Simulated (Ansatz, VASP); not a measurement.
# Cu3TeF (antiperovskite type (invented)) in two plane-wave programs, part 2 of 3

One calculation is typed for both programs; each brings its own data sets. How far apart do they land? The cell is generated by rule, not measured, and may not be a known phase. The cell is taken from a series of runs on this material, whose earlier steps may have relaxed, scaled, displaced or heated it; both programs get it as it stands.

VASP 6.6.1 and Ansatz 0.2.0.

So far: The structure; VASP: zone-centre phonons, PBEsol.

**2. VASP: zone-centre phonons, PBEsol (continued)**

Level of this step: PBEsol, no spin polarisation; plane waves and PAW (F, Te, Cu); invented cell (VASP).

OUTCAR, selected parts (step 2):

```text
ion  position               nearest neighbor table
   1  0.000  0.000  0.000-
   2  0.500  0.500  0.500-   3 2.38   4 2.38   5 2.38   3 2.38   4 2.38   5 2.38
   3  0.500  0.500  0.000-   2 2.38   2 2.38
   4  0.500  0.000  0.500-   2 2.38   2 2.38
   5  0.000  0.500  0.500-   2 2.38   2 2.38

  LATTYP: Found a simple cubic cell.
 ALAT       =     4.7686877675

 Subroutine GETGRP returns: Found 48 space group operations
 (whereof 48 operations were pure point group operations)

The static configuration has the point symmetry O_h .

 Found     20 irreducible k-points:

   k-points           NKPTS =     20   k-points in BZ     NKDIM =     20   number of bands    NBANDS=     29

   dimension x,y,z NGX =    40 NGY =   40 NGZ =   40
   dimension x,y,z NGXF=    80 NGYF=   80 NGZF=   80

   ENCUT  =  600.0 eV  44.10 Ry    6.64 a.u.   9.52  9.52  9.52*2*pi/ulx,y,z

   NELECT =      46.0000    total number of electrons

 k-points in reciprocal lattice and weights: Automatic mesh
   0.00000000  0.00000000  0.00000000       0.005
   0.16666667  0.00000000  0.00000000       0.028
   0.33333333  0.00000000  0.00000000       0.028
   0.50000000  0.00000000  0.00000000       0.014
   0.16666667  0.16666667  0.00000000       0.056
   0.33333333  0.16666667  0.00000000       0.111
   0.50000000  0.16666667  0.00000000       0.056
   0.33333333  0.33333333  0.00000000       0.056
   0.50000000  0.33333333  0.00000000       0.056
[...]
0.50000000  0.50000000  0.33333333       0.028
   0.50000000  0.50000000  0.50000000       0.005

 average (electrostatic) potential at core
       1 -73.7271       2 -92.3003       3 -67.8844       4 -67.8844       5 -67.8844

  Total        0.0523452      0.0523452      0.0523452     -0.0000000     -0.0000000     -0.0000000
  in kB        0.7733762      0.7733762      0.7733762     -0.0000000     -0.0000000     -0.0000000
  external PRESSURE =       0.7733762 kB  Pullay stress =       0.0000000 kB

  energy-cutoff  :      600.00
  volume of cell :      108.44
      direct lattice vectors                 reciprocal lattice vectors
     4.768687768  0.000000000  0.000000000     0.209701295  0.000000000  0.000000000
     0.000000000  4.768687768  0.000000000     0.000000000  0.209701295  0.000000000
     0.000000000  0.000000000  4.768687768     0.000000000  0.000000000  0.209701295

 POSITION                                       TOTAL-FORCE (eV/Angst)
 -----------------------------------------------------------------------------------
      0.00000      0.00000      0.00000         0.000000      0.000000      0.000000
      2.38434      2.38434      2.38434         0.000000      0.000000      0.000000
      2.38434      2.38434      0.00000         0.000000      0.000000      0.000000
      2.38434      0.00000      2.38434         0.000000      0.000000      0.000000
      0.00000      2.38434      2.38434         0.000000      0.000000      0.000000
[...]
2     0.00000     0.56984     0.00000
    3     0.00000     0.00000     0.72530
 ion    5
    1     0.56984     0.00000    -0.00000
    2    -0.00000     0.72530    -0.00000
    3     0.00000    -0.00000     0.72530

 Eigenvectors and eigenvalues of the dynamical matrix
 ----------------------------------------------------

   1 f  =    9.260298 THz    58.184171 2PiTHz  308.890305 cm-1    38.297500 meV
             X         Y         Z           dx          dy          dz
      0.000000  0.000000  0.000000    -0.001651    0.000009   -0.011325
      2.384344  2.384344  2.384344     0.081573   -0.000437    0.559595
      2.384344  2.384344  0.000000     0.002137   -0.000011   -0.815774
      2.384344  0.000000  2.384344     0.002137    0.000637    0.014659
      0.000000  2.384344  2.384344    -0.118916   -0.000011    0.014659

   2 f  =    9.260298 THz    58.184171 2PiTHz  308.890305 cm-1    38.297500 meV
             X         Y         Z           dx          dy          dz
      0.000000  0.000000  0.000000     0.000061    0.011445    0.000000
      2.384344  2.384344  2.384344    -0.003029   -0.565501   -0.000000
      2.384344  2.384344  0.000000    -0.000079   -0.014814   -0.000000
      2.384344  0.000000  2.384344    -0.000079    0.824384    0.000000
      0.000000  2.384344  2.384344     0.004416   -0.014814    0.000000

   3 f  =    9.260298 THz    58.184171 2PiTHz  308.890305 cm-1    38.297500 meV
             X         Y         Z           dx          dy          dz
      0.000000  0.000000  0.000000    -0.011325    0.000061    0.001651
      2.384344  2.384344  2.384344     0.559587   -0.002998   -0.081574
      2.384344  2.384344  0.000000     0.014659   -0.000079    0.118918
      2.384344  0.000000  2.384344     0.014659    0.004370   -0.002137
      0.000000  2.384344  2.384344    -0.815763   -0.000079   -0.002137

   4 f  =    0.009607 THz     0.060363 2PiTHz    0.320460 cm-1     0.039732 meV
             X         Y         Z           dx          dy          dz
      0.000000  0.000000  0.000000    -0.226011   -0.063406   -0.001058
      2.384344  2.384344  2.384344    -0.593148   -0.166404   -0.002777
      2.384344  2.384344  0.000000    -0.417589   -0.117152   -0.001960
      2.384344  0.000000  2.384344    -0.417589   -0.117478   -0.001955
      0.000000  2.384344  2.384344    -0.418751   -0.117152   -0.001955

   5 f  =    0.009607 THz     0.060363 2PiTHz    0.320460 cm-1     0.039732 meV
             X         Y         Z           dx          dy          dz
      0.000000  0.000000  0.000000     0.063392   -0.226003    0.002525
      2.384344  2.384344  2.384344     0.166368   -0.593127    0.006626
      2.384344  2.384344  0.000000     0.117126   -0.417575    0.004678
      2.384344  0.000000  2.384344     0.117126   -0.418737    0.004665
      0.000000  2.384344  2.384344     0.117452   -0.417575    0.004665

   6 f  =    0.009607 THz     0.060363 2PiTHz    0.320460 cm-1     0.039732 meV
             X         Y         Z           dx          dy          dz
      0.000000  0.000000  0.000000     0.001701   -0.002145   -0.234723
      2.384344  2.384344  2.384344     0.004463   -0.005630   -0.616012
      2.384344  2.384344  0.000000     0.003142   -0.003964   -0.434893
      2.384344  0.000000  2.384344     0.003142   -0.003975   -0.433686
      0.000000  2.384344  2.384344     0.003151   -0.003964   -0.433686

   7 f/i=    2.750081 THz    17.279271 2PiTHz   91.732843 cm-1    11.373418 meV
             X         Y         Z           dx          dy          dz
      0.000000  0.000000  0.000000    -0.540809    0.098672    0.137611
      2.384344  2.384344  2.384344     0.489694   -0.089346   -0.124604
      2.384344  2.384344  0.000000    -0.367008    0.066962   -0.084029
      2.384344  0.000000  2.384344    -0.367008   -0.060252    0.093386
      0.000000  2.384344  2.384344     0.330232    0.066962    0.093386

   8 f/i=    2.750081 THz    17.279271 2PiTHz   91.732843 cm-1    11.373418 meV
             X         Y         Z           dx          dy          dz
      0.000000  0.000000  0.000000     0.147225    0.046484    0.545263
      2.384344  2.384344  2.384344    -0.133310   -0.042091   -0.493726
      2.384344  2.384344  0.000000     0.099911    0.031545   -0.332951
      2.384344  0.000000  2.384344     0.099911   -0.028384    0.370030
      0.000000  2.384344  2.384344    -0.089899    0.031545    0.370030

   9 f/i=    2.750081 THz    17.279271 2PiTHz   91.732843 cm-1    11.373418 meV
             X         Y         Z           dx          dy          dz
      0.000000  0.000000  0.000000    -0.083652   -0.556103    0.069995
      2.384344  2.384344  2.384344     0.075746    0.503542   -0.063379
      2.384344  2.384344  0.000000    -0.056769   -0.377387   -0.042741
      2.384344  0.000000  2.384344    -0.056769    0.339571    0.047501
      0.000000  2.384344  2.384344     0.051080   -0.377387    0.047501

  10 f/i=    3.045849 THz    19.137635 2PiTHz  101.598592 cm-1    12.596614 meV
             X         Y         Z           dx          dy          dz
      0.000000  0.000000  0.000000    -0.000000   -0.000000    0.000000
      2.384344  2.384344  2.384344    -0.000000   -0.000000    0.000000
      2.384344  2.384344  0.000000    -0.335843   -0.621457    0.000000
      2.384344  0.000000  2.384344     0.335843    0.000000   -0.031634
      0.000000  2.384344  2.384344    -0.000000    0.621457    0.031634

  11 f/i=    3.045849 THz    19.137635 2PiTHz  101.598592 cm-1    12.596614 meV
             X         Y         Z           dx          dy          dz
      0.000000  0.000000  0.000000    -0.000000   -0.000000   -0.000000
      2.384344  2.384344  2.384344    -0.000000    0.000000   -0.000000
      2.384344  2.384344  0.000000    -0.622215    0.335822    0.000000
      2.384344  0.000000  2.384344     0.622215    0.000000    0.008446
      0.000000  2.384344  2.384344    -0.000000   -0.335822   -0.008446

  12 f/i=    3.045849 THz    19.137635 2PiTHz  101.598592 cm-1    12.596614 meV
             X         Y         Z           dx          dy          dz
      0.000000  0.000000  0.000000     0.000000    0.000000    0.000000
      2.384344  2.384344  2.384344    -0.000000    0.000000   -0.000000
      2.384344  2.384344  0.000000    -0.007601   -0.031848   -0.000000
      2.384344  0.000000  2.384344     0.007601   -0.000000    0.706348
      0.000000  2.384344  2.384344    -0.000000    0.031848   -0.706348

  13 f/i=    4.522327 THz    28.414620 2PiTHz  150.848599 cm-1    18.702834 meV
             X         Y         Z           dx          dy          dz
      0.000000  0.000000  0.000000     0.780973    0.117040    0.001614
      2.384344  2.384344  2.384344     0.191173    0.028650    0.000395
      2.384344  2.384344  0.000000    -0.400217   -0.059978    0.000219
      2.384344  0.000000  2.384344    -0.400217    0.015872   -0.000827
      0.000000  2.384344  2.384344     0.105913   -0.059978   -0.000827

  14 f/i=    4.522327 THz    28.414620 2PiTHz  150.848599 cm-1    18.702834 meV
             X         Y         Z           dx          dy          dz
      0.000000  0.000000  0.000000     0.006059   -0.051292    0.788005
      2.384344  2.384344  2.384344     0.001483   -0.012556    0.192894
      2.384344  2.384344  0.000000    -0.003105    0.026285    0.106866
      2.384344  0.000000  2.384344    -0.003105   -0.006956   -0.403821
      0.000000  2.384344  2.384344     0.000822    0.026285   -0.403821

  15 f/i=    4.522327 THz    28.414620 2PiTHz  150.848599 cm-1    18.702834 meV
             X         Y         Z           dx          dy          dz
      0.000000  0.000000  0.000000    -0.116894    0.779288    0.051623
      2.384344  2.384344  2.384344    -0.028614    0.190760    0.012637
      2.384344  2.384344  0.000000     0.059903   -0.399354    0.007001
      2.384344  0.000000  2.384344     0.059903    0.105684   -0.026455
      0.000000  2.384344  2.384344    -0.015853   -0.399354   -0.026455

 MACROSCOPIC STATIC DIELECTRIC TENSOR IONIC CONTRIBUTION
 ------------------------------------------------------
           0.014443     0.000000    -0.000000
           0.000000     0.014443     0.000000
          -0.000000     0.000000     0.014443
 ------------------------------------------------------

 ELASTIC MODULI CONTR FROM IONIC RELAXATION (kBar)
 Direction    XX          YY          ZZ          XY          YZ          ZX
 --------------------------------------------------------------------------------
 XX           0.0000      0.0000      0.0000      0.0000      0.0000      0.0000
 YY           0.0000      0.0000      0.0000      0.0000      0.0000      0.0000
 ZZ           0.0000      0.0000      0.0000      0.0000      0.0000      0.0000
 XY           0.0000      0.0000      0.0000      0.0000      0.0000      0.0000
 YZ           0.0000      0.0000      0.0000      0.0000      0.0000      0.0000
 ZX           0.0000      0.0000      0.0000      0.0000      0.0000      0.0000
 --------------------------------------------------------------------------------

 PIEZOELECTRIC TENSOR IONIC CONTR  for field in x, y, z        (C/m^2)
          XX          YY          ZZ          XY          YZ          ZX
  --------------------------------------------------------------------------------
  x     0.00000     0.00000     0.00000     0.00000     0.00000     0.00000
  y     0.00000     0.00000     0.00000     0.00000     0.00000     0.00000
  z     0.00000     0.00000     0.00000     0.00000     0.00000     0.00000
```

This run has no spin polarisation, so a moment on Cu, if there is one, isn't seen. The dielectric response converges more slowly with the mesh than energies do, so tensor and charges may still move on a finer one. With imaginary modes the cell is no minimum, so the ionic parts of its dielectric, piezoelectric and elastic tensors have no meaning.

(Continued in part 3 of 3.)

[Lines on the potential files, build, host, timing and source positions are cut from VASP's logs without a mark.]

[Logs are printed without paths, hosts, clocks, repeated set-up lines and the standing remarks that a program may print on its own settings, such as how far it seeks lower states.]

[Hosts, paths, dates, database ids (printed as entryN), source tags and the programs' standing remarks are cut or masked in the printed files.]
